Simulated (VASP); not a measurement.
Given:

```
MoSi2
1.0
   -1.60817     1.60817     3.93391
    1.60817    -1.60817     3.93391
    1.60817     1.60817    -3.93391
Si Mo
2 1
Direct
  0.66490   0.66490   0.00000
  0.33510   0.33510   0.00000
  0.00000   0.00000   0.00000
```

Calculation: PBE GGA, VASP's PBE PAW potentials (set 64) (plane waves; VASP). Run with 400 eV cut-off, 12×12×12 Γ-centred mesh, first-order Methfessel-Paxton smearing of 0.10 eV, potentials Si Mo_sv.

Task: Predict the energy per atom (σ→0), band gap (on the k-mesh) with the smallest direct gap where there is one.

Result: 
```yaml
band gap (on the k-mesh): none (metal, semimetal or under 0.01 eV)
energy per atom (σ→0): -7753 meV/atom
```

The absolute energy has meaning only against runs of the same code, potentials and settings.

The compound is MoSi2 in the MoSi2 type structure. It was relaxed first. The start is the result of an earlier pass.
